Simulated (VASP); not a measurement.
Input:

```
CELL_PARAMETERS angstrom
      1.79119    -3.10244     0.00000
      1.79119     3.10244     0.00000
      0.00000     0.00000     5.54689
ATOMIC_POSITIONS crystal
  Dy 0.33333 0.66667 0.25000
  Dy 0.66667 0.33333 0.75000
```

Calculation: optB88-vdW, VASP's PBE PAW potentials (set 64) (plane waves; VASP). Settings: 520 eV cut-off, Gaussian smearing of 0.050 eV, potentials Dy_3.

The 4f electrons are frozen in the core of the lanthanide potential, so 4f levels, which can set the real gap, and their magnetism are missing.

Q: Estimate the band gap (along the path) with the smallest direct gap where there is one.

A: 
- band gap (along the path): none (metal, semimetal or under 0.01 eV)

Only differences to runs with the same potentials and settings are physical.

The compound is Dy in the hcp structure. It was relaxed first.
